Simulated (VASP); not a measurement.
# TiB: structure and properties in VASP, part 4 of 5

Wanted: the relaxed cell of TiB and its properties. The start is a cell from a database of measured crystal structures.

VASP 6.6.1; SCAN; plane waves and PAW (Ti_sv, B).

Still holding for the runs below: The k-mesh is coarse for a metal.

So far. Step 5 (Density of states (SCAN)): The finer mesh and the other smearing move the Fermi level by -0.00 eV from the 4×7×5 run, a small shift, which tests the Fermi level alone. Of the states within 0.3 eV of the Fermi level, the largest shares in the PAW spheres are Ti d 66 %. The rest lies in smaller channels or between the spheres.

**7. Volume scan with SCAN, volume scale 0.94**

An equation of state needs energies on both sides of the minimum, all on one mesh and cutoff.

INCAR

```
SYSTEM = TiB
PREC = Accurate
ENCUT = 420
EDIFF = 1E-06
NELM = 100
ISMEAR = 0
SIGMA = 0.05
LREAL = .FALSE.
ALGO = Normal
METAGGA = SCAN
LASPH = .TRUE.
NBANDS = 38
LORBIT = 11
LWAVE = .FALSE.
LCHARG = .FALSE.
KPAR = 4
ISIF = 2
```

POSCAR

```
TiB
1.0
    5.9873151004      0.0000000000      0.0000000000
    0.0000000000      2.9794039472      0.0000000000
    0.0000000000      0.0000000000      4.4586085585
Ti B
4 4
Direct
    0.1773689676      0.2500000000      0.1210419718
    0.8226310324      0.7500000000      0.8789580282
    0.3226310324      0.7500000000      0.6210419718
    0.6773689676      0.2500000000      0.3789580282
    0.0301305990      0.2500000000      0.5990069498
    0.9698694010      0.7500000000      0.4009930502
    0.4698694010      0.7500000000      0.0990069498
    0.5301305990      0.2500000000      0.9009930502
```

KPOINTS

```
Automatic mesh
0
Gamma
4 7 5
0 0 0
```

PAW data sets: Ti_sv and B (PBE family, release 64).

Command:

```bash
$ mpirun -np 4 vasp_std
```

Log:

```text
[... set-up lines as in an earlier step ...]
 entering main loop
       N       E                     dE             d eps       ncg     rms          rms(c)
DAV:   1     0.697964384493E+03    0.69796E+03   -0.26536E+04  2744   0.174E+03
DAV:   2    -0.180199481897E+02   -0.71598E+03   -0.69724E+03  2736   0.554E+02
DAV:   3    -0.118508023406E+03   -0.10049E+03   -0.98492E+02  4208   0.183E+02
DAV:   4    -0.128818779830E+03   -0.10311E+02   -0.10252E+02  4080   0.539E+01
DAV:   5    -0.129303432289E+03   -0.48465E+00   -0.48445E+00  4132   0.111E+01    0.333E+01
DAV:   6    -0.998642300669E+02    0.29439E+02   -0.99223E+01  3546   0.778E+01    0.650E+00
DAV:   7    -0.100630710899E+03   -0.76648E+00   -0.50475E+00  3680   0.135E+01    0.432E+00
DAV:   8    -0.100757382437E+03   -0.12667E+00   -0.54967E-01  3698   0.538E+00    0.151E+00
DAV:   9    -0.100809097731E+03   -0.51715E-01   -0.15357E-01  4440   0.211E+00    0.448E-01
DAV:  10    -0.100813681850E+03   -0.45841E-02   -0.24967E-02  3808   0.790E-01    0.259E-01
DAV:  11    -0.100816852896E+03   -0.31710E-02   -0.33733E-03  3946   0.378E-01    0.102E-01
DAV:  12    -0.100816147514E+03    0.70538E-03   -0.19199E-03  3900   0.261E-01    0.253E-02
DAV:  13    -0.100816506451E+03   -0.35894E-03   -0.12465E-04  3544   0.768E-02    0.232E-02
DAV:  14    -0.100816520243E+03   -0.13792E-04   -0.18988E-05  3800   0.400E-02    0.554E-03
DAV:  15    -0.100816507595E+03    0.12647E-04   -0.50476E-06  2926   0.136E-02    0.287E-03
DAV:  16    -0.100816493278E+03    0.14317E-04   -0.60612E-07  1812   0.660E-03    0.806E-04
DAV:  17    -0.100816487575E+03    0.57038E-05   -0.13632E-07  1752   0.308E-03    0.271E-04
DAV:  18    -0.100816485430E+03    0.21441E-05   -0.46443E-08  1740   0.169E-03    0.656E-05
DAV:  19    -0.100816485080E+03    0.35065E-06   -0.20061E-08  1728   0.120E-03
   1 F= -.10081649E+03 E0= -.10081396E+03  d E =-.505306E-02
```

Elapsed: 57 s, on 4 MPI ranks of Intel Xeon 6975P-C (Granite Rapids), shared host; peak memory 0.79 GiB.

From OUTCAR (step 7):

```text
   ENCUT  =  420.0 eV  30.87 Ry    5.56 a.u.  10.00  4.98  7.45*2*pi/ulx,y,z

   NELECT =      60.0000    total number of electrons

 E-fermi :   9.4989

 k-point     1 :       0.0000    0.0000    0.0000
  band No.  band energies     occupation
    ...
     24       6.7106      2.00000
     25       7.2770      2.00000
     26       8.0073      2.00000
     27       8.3072      2.00000
     28       8.7588      2.00000
     29      10.1788      0.00000
     30      10.4343      0.00000
     31      10.5909      0.00000
     32      10.8499      0.00000
     33      11.1610      0.00000
    ...

  Total        6.8717111      8.0549387      7.2752410      0.0000000      0.0000000      0.0000000
  in kB      138.4250302    162.2601868    146.5538108      0.0000000      0.0000000      0.0000000
  external PRESSURE =     149.0796759 kB  Pullay stress =       0.0000000 kB

 POSITION                                       TOTAL-FORCE (eV/Angst)
 -----------------------------------------------------------------------------------
      1.06196      0.74485      0.53968        -0.116295      0.000000     -0.120530
      4.92535      2.23455      3.91893         0.116295     -0.000000      0.120530
      1.93169      2.23455      2.76898         0.116295      0.000000     -0.120530
      4.05562      0.74485      1.68963        -0.116295      0.000000      0.120530
      0.18040      0.74485      2.67074         0.076414     -0.000000      0.166855
      5.80691      2.23455      1.78787        -0.076414      0.000000     -0.166855
      2.81326      2.23455      0.44143        -0.076414     -0.000000      0.166855
      3.17406      0.74485      4.01718         0.076414      0.000000     -0.166855
 -----------------------------------------------------------------------------------
    total drift:                                0.000000      0.000000      0.000000

  FREE ENERGIE OF THE ION-ELECTRON SYSTEM (eV)
  ---------------------------------------------------
  free  energy   TOTEN  =      -100.8164850798 eV

  energy  without entropy=     -100.8114320208  energy(sigma->0) =     -100.81395855

[... 4 parts as in an earlier step ...]

[... 12 further parts left out ...]
```

The scan keeps the cell's shape and the fractional positions fixed.

Numbers from this step:

```yaml
electronic_steps: 19
free_energy_toten: -100.8165 eV
energy_at_zero_smearing: -100.8140 eV
fermi_energy: 9.499 eV
pressure: 14.91 GPa
```

Force by atom:

```
atom  x (eV/Å)  y (eV/Å)  z (eV/Å)   size
 Ti1    -0.116     0.000    -0.121  0.167
 Ti2     0.116     0.000     0.121  0.167
 Ti3     0.116     0.000    -0.121  0.167
 Ti4    -0.116     0.000     0.121  0.167
  B5     0.076     0.000     0.167  0.184
  B6    -0.076     0.000    -0.167  0.184
  B7    -0.076     0.000     0.167  0.184
  B8     0.076     0.000    -0.167  0.184
```

The pressure here is 14.91 GPa.

**8. Volume scan with SCAN, volume scale 0.96**

INCAR is that of step 7.

POSCAR: that of step 7 with these lines changed.

```diff
@@ -2,5 +2,5 @@
 1.0
-    5.9873151004      0.0000000000      0.0000000000
-    0.0000000000      2.9794039472      0.0000000000
-    0.0000000000      0.0000000000      4.4586085585
+    6.0294806805      0.0000000000      0.0000000000
+    0.0000000000      3.0003863564      0.0000000000
+    0.0000000000      0.0000000000      4.4900082449
 Ti B
```

KPOINTS is that of step 7.

Command:

```bash
$ mpirun -np 4 vasp_std
```

Log:

```text
[... set-up lines as in an earlier step ...]
 entering main loop
       N       E                     dE             d eps       ncg     rms          rms(c)
DAV:   1     0.687921768764E+03    0.68792E+03   -0.26693E+04  2736   0.172E+03
DAV:   2    -0.207852653032E+02   -0.70871E+03   -0.69141E+03  2736   0.551E+02
DAV:   3    -0.118805688147E+03   -0.98020E+02   -0.95968E+02  4168   0.181E+02
DAV:   4    -0.128888834458E+03   -0.10083E+02   -0.10035E+02  4130   0.532E+01
DAV:   5    -0.129362258951E+03   -0.47342E+00   -0.47323E+00  4144   0.109E+01    0.324E+01
DAV:   6    -0.100020234066E+03    0.29342E+02   -0.10015E+02  3540   0.772E+01    0.617E+00
DAV:   7    -0.100783727497E+03   -0.76349E+00   -0.50381E+00  3656   0.134E+01    0.421E+00
DAV:   8    -0.100883574353E+03   -0.99847E-01   -0.50997E-01  3744   0.516E+00    0.141E+00
DAV:   9    -0.100932775401E+03   -0.49201E-01   -0.13405E-01  4416   0.197E+00    0.434E-01
DAV:  10    -0.100939385758E+03   -0.66104E-02   -0.26457E-02  3882   0.811E-01    0.235E-01
DAV:  11    -0.100943688959E+03   -0.43032E-02   -0.37233E-03  4138   0.372E-01    0.101E-01
DAV:  12    -0.100943075070E+03    0.61389E-03   -0.20090E-03  3882   0.260E-01    0.236E-02
DAV:  13    -0.100943489071E+03   -0.41400E-03   -0.10346E-04  3608   0.690E-02    0.204E-02
DAV:  14    -0.100943536904E+03   -0.47833E-04   -0.10856E-05  3510   0.288E-02    0.630E-03
DAV:  15    -0.100943505837E+03    0.31067E-04   -0.37301E-06  2640   0.111E-02    0.258E-03
DAV:  16    -0.100943488871E+03    0.16966E-04   -0.59553E-07  1830   0.650E-03    0.855E-04
DAV:  17    -0.100943476941E+03    0.11930E-04   -0.15272E-07  1800   0.328E-03    0.195E-04
DAV:  18    -0.100943472442E+03    0.44994E-05   -0.67663E-08  1770   0.219E-03    0.972E-05
DAV:  19    -0.100943472112E+03    0.32935E-06   -0.27363E-08  1746   0.136E-03
   1 F= -.10094347E+03 E0= -.10094091E+03  d E =-.512520E-02
```

The job ended after 52 s (4 MPI ranks; peak memory 0.82 GiB).

Parts of OUTCAR (step 8):

```text
   ENCUT  =  420.0 eV  30.87 Ry    5.56 a.u.  10.08  5.01  7.50*2*pi/ulx,y,z

   NELECT =      60.0000    total number of electrons

 E-fermi :   9.2788

 k-point     1 :       0.0000    0.0000    0.0000
  band No.  band energies     occupation
    ...
     24       6.5363      2.00000
     25       7.0617      2.00000
     26       7.8109      2.00000
     27       8.0855      2.00000
     28       8.5131      2.00000
     29       9.9433      0.00000
     30      10.1947      0.00000
     31      10.3444      0.00000
     32      10.6014      0.00000
     33      10.9018      0.00000
    ...

  Total        4.2594675      5.2004998      4.7513750      0.0000000     -0.0000000      0.0000000
  in kB       84.0159351    102.5773410     93.7185716      0.0000000     -0.0000000      0.0000000
  external PRESSURE =      93.4372826 kB  Pullay stress =       0.0000000 kB

 POSITION                                       TOTAL-FORCE (eV/Angst)
 -----------------------------------------------------------------------------------
      1.06944      0.75010      0.54348        -0.072160     -0.000000     -0.085465
      4.96004      2.25029      3.94653         0.072160     -0.000000      0.085465
      1.94530      2.25029      2.78848         0.072160     -0.000000     -0.085465
      4.08418      0.75010      1.70152        -0.072160      0.000000      0.085465
      0.18167      0.75010      2.68955         0.054702      0.000000      0.108819
      5.84781      2.25029      1.80046        -0.054702      0.000000     -0.108819
      2.83307      2.25029      0.44454        -0.054702      0.000000      0.108819
      3.19641      0.75010      4.04547         0.054702      0.000000     -0.108819
 -----------------------------------------------------------------------------------
    total drift:                                0.000000      0.000000      0.000000

  FREE ENERGIE OF THE ION-ELECTRON SYSTEM (eV)
  ---------------------------------------------------
  free  energy   TOTEN  =      -100.9434721123 eV

  energy  without entropy=     -100.9383469096  energy(sigma->0) =     -100.94090951

[... 5 parts as in an earlier step ...]

[... 11 further parts left out ...]
```

This step gave:

- free energy (TOTEN): -100.9435 eV
- energy at zero smearing: -100.9409 eV
- Fermi energy: 9.279 eV
- pressure: 9.344 GPa

Force by atom:

```
atom  x (eV/Å)  y (eV/Å)  z (eV/Å)   size
 Ti1    -0.072     0.000    -0.085  0.112
 Ti2     0.072     0.000     0.085  0.112
 Ti3     0.072     0.000    -0.085  0.112
 Ti4    -0.072     0.000     0.085  0.112
  B5     0.055     0.000     0.109  0.122
  B6    -0.055     0.000    -0.109  0.122
  B7    -0.055     0.000     0.109  0.122
  B8     0.055     0.000    -0.109  0.122
```

The pressure falls from 14.91 to 9.34 GPa.

The run ends at a pressure of 9.34 GPa, with forces up to 0.12 eV/Å.

**9. Volume scan with SCAN, volume scale 0.98**

INCAR is that of step 8.

POSCAR: that of step 8 with these lines changed.

```diff
@@ -2,5 +2,5 @@
 1.0
-    6.0294806805      0.0000000000      0.0000000000
-    0.0000000000      3.0003863564      0.0000000000
-    0.0000000000      0.0000000000      4.4900082449
+    6.0710646199      0.0000000000      0.0000000000
+    0.0000000000      3.0210793300      0.0000000000
+    0.0000000000      0.0000000000      4.5209747975
 Ti B
```

KPOINTS is that of step 8.

Command:

```bash
$ mpirun -np 4 vasp_std
```

Log:

```text
[... set-up lines as in an earlier step ...]
 entering main loop
       N       E                     dE             d eps       ncg     rms          rms(c)
DAV:   1     0.688415369705E+03    0.68842E+03   -0.26498E+04  2744   0.172E+03
DAV:   2    -0.200615639622E+02   -0.70848E+03   -0.69120E+03  2736   0.551E+02
DAV:   3    -0.118902511728E+03   -0.98841E+02   -0.96695E+02  4270   0.181E+02
DAV:   4    -0.128831263735E+03   -0.99288E+01   -0.98874E+01  4056   0.529E+01
[...]
DAV:  17    -0.101013220621E+03    0.13973E-04   -0.15312E-07  1800   0.330E-03    0.433E-04
DAV:  18    -0.101013209105E+03    0.11516E-04   -0.79086E-08  1782   0.240E-03    0.215E-04
DAV:  19    -0.101013209189E+03   -0.84260E-07   -0.32186E-08  1746   0.152E-03
   1 F= -.10101321E+03 E0= -.10101061E+03  d E =-.518948E-02
```

The job ended after 64 s (4 MPI ranks; peak memory 0.83 GiB; 4.2 min of CPU time).

From OUTCAR (step 9):

```text
  Total        2.2113839      2.5005340      2.3571769      0.0000000      0.0000000      0.0000000
  in kB       42.7283037     48.3152548     45.5453119      0.0000000      0.0000000      0.0000000
  external PRESSURE =      45.5296235 kB  Pullay stress =       0.0000000 kB

 POSITION                                       TOTAL-FORCE (eV/Angst)
 -----------------------------------------------------------------------------------
      1.07682      0.75527      0.54723        -0.024097      0.000000     -0.047885
      4.99425      2.26581      3.97375         0.024097      0.000000      0.047885
      1.95871      2.26581      2.80772         0.024097      0.000000     -0.047885
      4.11235      0.75527      1.71326        -0.024097     -0.000000      0.047885
      0.18292      0.75527      2.70810         0.026200     -0.000000      0.051684
      5.88814      2.26581      1.81288        -0.026200     -0.000000     -0.051684
      2.85261      2.26581      0.44761        -0.026200     -0.000000      0.051684
      3.21846      0.75527      4.07337         0.026200     -0.000000     -0.051684
 -----------------------------------------------------------------------------------
    total drift:                                0.000000     -0.000000      0.000000

  FREE ENERGIE OF THE ION-ELECTRON SYSTEM (eV)
  ---------------------------------------------------
  free  energy   TOTEN  =      -101.0132091893 eV

  energy  without entropy=     -101.0080197123  energy(sigma->0) =     -101.01061445

[... 1 part as in an earlier step ...]

[... 2 further parts left out ...]
[key lines of the parts left out:]
E-fermi :   9.0653
```

The pressure falls from 9.34 to 4.55 GPa.

The run ends at a pressure of 4.55 GPa, with forces up to 0.058 eV/Å.

**10. Volume scan with SCAN, volume scale 1**

INCAR is that of step 9.

POSCAR: that of step 9 with these lines changed.

```diff
@@ -2,5 +2,5 @@
 1.0
-    6.0710646199      0.0000000000      0.0000000000
-    0.0000000000      3.0210793300      0.0000000000
-    0.0000000000      0.0000000000      4.5209747975
+    6.1120865712      0.0000000000      0.0000000000
+    0.0000000000      3.0414926474      0.0000000000
+    0.0000000000      0.0000000000      4.5515228512
 Ti B
```

KPOINTS is that of step 9.

Command:

```bash
$ mpirun -np 4 vasp_std
```

Log:

```text
[... set-up lines as in an earlier step ...]
 entering main loop
       N       E                     dE             d eps       ncg     rms          rms(c)
[... 13 cycles as in an earlier step ...]
DAV:  14    -0.101031880472E+03   -0.13715E-03   -0.30158E-06  2602   0.126E-02    0.580E-03
DAV:  15    -0.101031888316E+03   -0.78447E-05   -0.21231E-06  2382   0.881E-03    0.130E-03
DAV:  16    -0.101031906186E+03   -0.17870E-04   -0.39178E-07  1848   0.430E-03    0.961E-04
DAV:  17    -0.101031900757E+03    0.54293E-05   -0.10856E-07  1782   0.216E-03    0.569E-04
DAV:  18    -0.101031885640E+03    0.15117E-04   -0.41776E-08  1758   0.168E-03    0.138E-04
DAV:  19    -0.101031886448E+03   -0.80801E-06   -0.14673E-08  1746   0.854E-04
   1 F= -.10103189E+03 E0= -.10102926E+03  d E =-.525016E-02
```

Elapsed: 67 s, on 4 MPI ranks; peak memory 0.83 GiB.

Parts of OUTCAR (step 10):

```text
  Total       -0.0288672     -0.0328929      0.0425978      0.0000000     -0.0000000      0.0000000
  in kB       -0.5466155     -0.6228448      0.8066119      0.0000000     -0.0000000      0.0000000
  external PRESSURE =      -0.1209494 kB  Pullay stress =       0.0000000 kB

 POSITION                                       TOTAL-FORCE (eV/Angst)
 -----------------------------------------------------------------------------------
      1.08409      0.76037      0.55093        -0.007506     -0.000000      0.004474
      5.02799      2.28112      4.00060         0.007506      0.000000     -0.004474
      1.97195      2.28112      2.82669         0.007506     -0.000000      0.004474
      4.14014      0.76037      1.72484        -0.007506     -0.000000     -0.004474
      0.18416      0.76037      2.72639         0.007979     -0.000000      0.000163
      5.92793      2.28112      1.82513        -0.007979     -0.000000     -0.000163
      2.87188      2.28112      0.45063        -0.007979     -0.000000      0.000163
      3.24020      0.76037      4.10089         0.007979     -0.000000     -0.000163
 -----------------------------------------------------------------------------------
    total drift:                                0.000000     -0.000000      0.000000

  FREE ENERGIE OF THE ION-ELECTRON SYSTEM (eV)
  ---------------------------------------------------
  free  energy   TOTEN  =      -101.0318864480 eV

  energy  without entropy=     -101.0266362913  energy(sigma->0) =     -101.02926137

[... 2 parts as in an earlier step ...]

[... 1 further part left out ...]
[key lines of the parts left out:]
E-fermi :   8.8600
```

The pressure falls from 4.55 to -0.01 GPa.

The run ends at a pressure of -0.01 GPa, with forces up to 0.0087 eV/Å.

**11. Volume scan with SCAN, volume scale 1.02**

INCAR is that of step 10.

POSCAR: that of step 10 with these lines changed.

```diff
@@ -2,5 +2,5 @@
 1.0
-    6.1120865712      0.0000000000      0.0000000000
-    0.0000000000      3.0414926474      0.0000000000
-    0.0000000000      0.0000000000      4.5515228512
+    6.1525651454      0.0000000000      0.0000000000
+    0.0000000000      3.0616355698      0.0000000000
+    0.0000000000      0.0000000000      4.5816662651
 Ti B
```

KPOINTS is that of step 10.

Command:

```bash
$ mpirun -np 4 vasp_std
```

Log:

```text
[... set-up lines as in an earlier step ...]
 entering main loop
       N       E                     dE             d eps       ncg     rms          rms(c)
DAV:   1     0.681904180075E+03    0.68190E+03   -0.26933E+04  2744   0.171E+03
DAV:   2    -0.208620955931E+02   -0.70277E+03   -0.68531E+03  2736   0.546E+02
DAV:   3    -0.118262015880E+03   -0.97400E+02   -0.95592E+02  4146   0.179E+02
DAV:   4    -0.128739674852E+03   -0.10478E+02   -0.10426E+02  4082   0.535E+01
[...]
DAV:  19    -0.101004335811E+03    0.38499E-05   -0.24184E-08  1764   0.119E-03    0.106E-04
DAV:  20    -0.101004337313E+03   -0.15027E-05   -0.76004E-09  1746   0.517E-04    0.409E-05
DAV:  21    -0.101004337422E+03   -0.10919E-06   -0.29785E-09  1740   0.337E-04
   1 F= -.10100434E+03 E0= -.10100168E+03  d E =-.531472E-02
```

Run time: 80 s. Hardware: 4 MPI ranks; peak memory 0.82 GiB.

Parts of OUTCAR (step 11):

```text
  Total       -2.2341023     -2.3154895     -2.1369266      0.0000000      0.0000000      0.0000000
  in kB      -41.4744350    -42.9853266    -39.6704408      0.0000000      0.0000000      0.0000000
  external PRESSURE =     -41.3767341 kB  Pullay stress =       0.0000000 kB

 POSITION                                       TOTAL-FORCE (eV/Angst)
 -----------------------------------------------------------------------------------
      1.09127      0.76541      0.55457         0.036922      0.000000      0.008107
      5.06129      2.29623      4.02709        -0.036922     -0.000000     -0.008107
      1.98501      2.29623      2.84541        -0.036922      0.000000      0.008107
      4.16756      0.76541      1.73626         0.036922      0.000000     -0.008107
      0.18538      0.76541      2.74445        -0.007695      0.000000     -0.043837
      5.96718      2.29623      1.83722         0.007695      0.000000      0.043837
      2.89090      2.29623      0.45362         0.007695      0.000000     -0.043837
      3.26166      0.76541      4.12805        -0.007695     -0.000000      0.043837
 -----------------------------------------------------------------------------------
    total drift:                                0.000000     -0.000000      0.000000

  FREE ENERGIE OF THE ION-ELECTRON SYSTEM (eV)
  ---------------------------------------------------
  free  energy   TOTEN  =      -101.0043374224 eV

  energy  without entropy=     -100.9990227044  energy(sigma->0) =     -101.00168006

[... 1 part as in an earlier step ...]

[... 2 further parts left out ...]
[key lines of the parts left out:]
E-fermi :   8.6618
```

The pressure falls from -0.01 to -4.14 GPa.

The run ends at a pressure of -4.14 GPa, with forces up to 0.045 eV/Å.

(Part 4 of 5 ends here.)

[Lines on the potential files, build, host, timing and source positions are cut from VASP's logs without a mark.]

[Logs are printed without paths, hosts, clocks, repeated set-up lines and the standing remarks that a program may print on its own settings, such as how far it seeks lower states.]

[Hosts, paths, dates, database ids (printed as entryN), source tags and the programs' standing remarks are cut or masked in the printed files.]

[A measured line is paired with the nearest computed mode of its activity, which favours agreement.]
